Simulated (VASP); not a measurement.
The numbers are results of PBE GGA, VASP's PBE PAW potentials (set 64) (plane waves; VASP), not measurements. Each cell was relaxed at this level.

Problem. Which of these has an unstable (imaginary) mode at Γ?
A. Tc, P6_3/mmc (194)
B. BaTiO3, Pm-3m (221)
C. CsPbCl3, Pm-3m (221)
D. NiSi2, Fm-3m (225)

Solution. B, BaTiO3, Pm-3m (221). Its optical Γ-point modes are 251i (×3), 169 (×3), 285 (×3), 451 (×3) cm⁻¹.
